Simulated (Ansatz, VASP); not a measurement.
# Two plane-wave programs on LaOsN3

Contents of INCAR:

```
ALGO = Normal
EDIFF = 1E-6
ENCUT = 520
GGA = CA
ISIF = 2
ISMEAR = 0
ISPIN = 2
LASPH = True
LCHARG = False
LDAU = True
LDAUJ = 0 0 0
LDAUL = -1 -1 2
LDAUPRINT = 1
LDAUTYPE = 2
LDAUU = 0 0 3
LMAXMIX = 6
LORBIT = 11
LREAL = False
LWAVE = False
MAGMOM = 0 0.01 0.01 0.01 0.03
NBANDS = 29
NELM = 150
PREC = Accurate
SIGMA = 0.05
```

The input KPOINTS:

```
k-points
0
Gamma
  5 5 5
```

File POSCAR:

```
LaOsN3
1.0
    3.9505559200      0.0000000000      0.0000000000
    0.0000000000      3.9505559200      0.0000000000
    0.0000000000      0.0000000000      3.9505559200
La N Os
1 3 1
Direct
    0.5000000000      0.5000000000      0.5000000000
    0.5000000000      0.0000000000      0.0000000000
    0.0000000000      0.5000000000      0.0000000000
    0.0000000000      0.0000000000      0.5000000000
    0.0000000000      0.0000000000      0.0000000000
```

Input for Ansatz:

```yaml
crystal:
  lattice:
    - [3.95055592, 0.0, 0.0]
    - [0.0, 3.95055592, 0.0]
    - [0.0, 0.0, 3.95055592]
  atoms:
    - { symbol: La, position: [0.5, 0.5, 0.5] }
    - { symbol: "N", position: [0.5, 0.0, 0.0] }
    - { symbol: "N", position: [0.0, 0.5, 0.0] }
    - { symbol: "N", position: [0.0, 0.0, 0.5] }
    - { symbol: Os, position: [0.0, 0.0, 0.0], spin: 0.3 }
basis:
  ecutwfc: 420
  ecutrho_ratio: 4
kpoints:
  mp_grid: { grid: [5, 5, 5] }
hamiltonian:
  xc: lda
  hubbard:
    sites:
      - { site: 4, l: d, u_eff: 3.0, starting_ns: [{ spin: up, occupation_matrix: s4up }, { spin: down, occupation_matrix: s4down }] }
    occupation_matrices:
      s4up:
        matrix:
          - [0.02, 0.0, 0.0, 0.0, 0.0]
          - [0.0, 0.02, 0.0, 0.0, 0.0]
          - [0.0, 0.0, 0.97, 0.0, 0.0]
          - [0.0, 0.0, 0.0, 0.02, 0.0]
          - [0.0, 0.0, 0.0, 0.0, 0.02]
      s4down:
        matrix:
          - [0.97, 0.0, 0.0, 0.0, 0.0]
          - [0.0, 0.02, 0.0, 0.0, 0.0]
          - [0.0, 0.0, 0.02, 0.0, 0.0]
          - [0.0, 0.0, 0.0, 0.02, 0.0]
          - [0.0, 0.0, 0.0, 0.0, 0.02]
    ns_hold: { iters: 12 }
scf:
  occupations: { method: gaussian, width: 0.05 }
  lower_state_search: "off"
  max_iter: 150
output:
  forces: true
  stress: true
  eigenvalues: true
  populations: true
  hubbard: { sites: [{ site: 4, l: d }] }
magnetization:
  spin_polarized: true
```

Alike in both runs: task single point; functional LDA; k mesh 5 × 5 × 5; occupations gaussian, width 0.05 eV; collinear spin; Hubbard terms Os d U = 3.0 eV.

```csv
,VASP,Ansatz
version,VASP 6.6.1,Ansatz 0.2.0
potentials or method,"VASP PAW LDA potentials, release 64 (La, N, Os)","scalar-relativistic, plane waves, PAW"
plane-wave cutoff (eV),520,420
valence electrons in the cell,34,42
```

|  | VASP | Ansatz | Ansatz less VASP |
| --- | --- | --- | --- |
| gap on the k mesh at the Fermi level (eV) | none | none | - |
| pressure (GPa) | -14.5 | -13.8 | +0.72 |
| net moment per atom (μB) | 0.02 | 0.02 | -0.005 |
| size of the moment on the site where the two differ most (μB) | 0.07 | 0.03 | -0.038 |

Site moments also hang on the region over which each program counts them. The programs project onto different local orbitals, so the same U acts differently. A gap of «none» marks a metal or a gap that the smearing closes. The two sets of potentials don't hold the same shells in valence. Ansatz warned: «filled_band_counts_differ_across_k_points».

The runs have no spin-orbit coupling, so splittings on La, Os are missing. The state reached can hang on the start; a lower one may exist.
